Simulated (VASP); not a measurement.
Take AlAs (zinc blende), without spin-orbit terms, in VASP with PAW potentials, and its band gap.  The mesh is coarse and the basis finite, so the quasiparticle values are not converged.

One run gives 1.57 eV. Which level is it?
(A) G0W0@PBE (starting cell)
(B) optB88-vdW (own cell)
(C) AM05 (own cell)
(D) rev-vdW-DF2 (own cell)

B, optB88-vdW (own cell).  The others give 1.41 (AM05 (own cell)), 1.46 (rev-vdW-DF2 (own cell)), 2.06 (G0W0@PBE (starting cell)).

Only levels that ran to the end are used. Left out are those held back, those with too coarse a band path, GW runs whose mesh misses a band edge, hybrids' fits of cells that aren't cubic and levels without matching references; a question may draw on a part of the rest.

The compound is AlAs in the zinc blende structure.
